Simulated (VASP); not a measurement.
GeF$_{4}$ (space group I-43m): computed properties

Level of theory: LDA (Ceperley-Alder, Perdew-Zunger), VASP's LDA PAW potentials (set 64) (plane waves; VASP 6.6.1).

| Property | Value |
|---|---|
| space group | I-43m (217) |
| cell | a = 5.122 Å, b = 5.122 Å, c = 5.122 Å, α = 90.00°, β = 90.00°, γ = 90.00° |
| volume per atom | 13.44 Å^3/atom |
| band gap (over mesh and band path) | 4.87 eV |
| smallest direct gap (over mesh and band path) | 5.25 eV |
| band-edge character without spin-orbit coupling | indirect, H to Γ |
| band gap with spin-orbit coupling | 4.86 eV |
| density | 3.67 g/cm³ |
| mean ε∞ (DFPT) | 2.13 |
| mean ε∞ (independent particles) | 2.29 |
| mean static ε | 3.80 |
| optical Γ-point spectrum | 166 (×3), 167 (×2), 227 (×3), 684, 741 (×3) cm⁻¹ |

```yaml
crystal:
  lattice:
    - [-2.56087, 2.56087, 2.56087]
    - [2.56087, -2.56087, 2.56087]
    - [2.56087, 2.56087, -2.56087]
  atoms:
    - { symbol: Ge, position: [0.00000, 0.00000, 0.00000] }
    - { symbol: F, position: [0.00000, 0.61706, 0.00000] }
    - { symbol: F, position: [0.38294, 0.38294, 0.38294] }
    - { symbol: F, position: [0.61706, 0.00000, 0.00000] }
    - { symbol: F, position: [0.00000, 0.00000, 0.61706] }
```

The structure comes from a computed database's GeF4 entry (I-43m); how it stands against other phases isn't given here. It was relaxed first, which changed the volume by -10 %. Symmetry was kept, so distortions that lower it aren't found.
